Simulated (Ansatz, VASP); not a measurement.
**TaSbSe in VASP and in Ansatz**

INCAR

```
PREC = Accurate
ENCUT = 600
EDIFF = 1E-6
ISMEAR = -1
SIGMA = 0.05
LREAL = False
LASPH = True
NELM = 80
ALGO = Normal
ISIF = 3
LWAVE = False
LCHARG = False
GGA = PE
IBRION = 2
NSW = 60
EDIFFG = -0.01
```

Contents of KPOINTS:

```
regular mesh
0
Gamma
  7 7 5
```

POSCAR

```
TaSbSe
1.0
    3.6296100000      0.0000000000      0.0000000000
    0.0000000000      3.6296100000      0.0000000000
    0.0000000000      0.0000000000      5.6345500000
Ta Sb Se
1 1 1
Direct
    0.0000000000      0.0000000000      0.0000000000
    0.0000000000      0.0000000000      0.5000000000
    0.5000000000      0.5000000000      0.0000000000
```

input.yaml

```yaml
crystal:
  lattice:
    - [3.62961, 0.0, 0.0]
    - [0.0, 3.62961, 0.0]
    - [0.0, 0.0, 5.63455]
  atoms:
    - { symbol: Ta, position: [0.0, 0.0, 0.0] }
    - { symbol: Sb, position: [0.0, 0.0, 0.5] }
    - { symbol: Se, position: [0.5, 0.5, 0.0] }
hamiltonian:
  xc: pbe
  pseudopotentials: { kind: paw }
kpoints:
  mp_grid: { grid: [7, 7, 5] }
scf:
  occupations: { method: fermi_dirac, width: 0.05 }
output:
  forces: true
  stress: true
  eigenvalues: true
  write_density: true
  write_potential: true
  elf: true
  volumetric_format: npy
relax:
  f_tol: 0.01
  max_steps: 40
  cell: { stress_tol: 0.05 }
```

The cell was built by a generator and needn't be a form met in nature.

Alike in both runs: task relaxation of cell and atoms; functional PBE; k mesh 7 × 7 × 5; occupations fermi-dirac, width 0.05 eV; no spin polarisation.

|  | VASP | Ansatz |
| --- | --- | --- |
| version | VASP 6.6.1 | Ansatz 0.2.0 |
| potentials or method | VASP PAW PBE potentials, release 64 (Ta_pv, Sb, Se) | Ansatz PAW |
| plane-wave cutoff (eV) | 600 | 420 |
| valence electrons in the cell | 22 | 44 |

VASP gave:

- gap on the k mesh at the Fermi level, each at its own relaxed structure (eV): none
- relaxed volume (Å³/atom): 24.75
- relaxed cell length with the largest relative difference (Å): 3.629

**Question.** Which values does Ansatz return?

**Answer.** gap on the k mesh at the Fermi level, each at its own relaxed structure (eV): none; relaxed volume (Å³/atom): 24.72; relaxed cell length with the largest relative difference (Å): 3.627.

A gap of «none» marks a metal or a gap that the smearing closes. The two sets of potentials don't hold the same shells in valence.

Caveats: the plane-wave basis is chosen anew once the cell has moved, so the energies of steps on either side of that aren't comparable (Ansatz). The runs have no spin-orbit coupling, so splittings on Sb, Ta are missing.
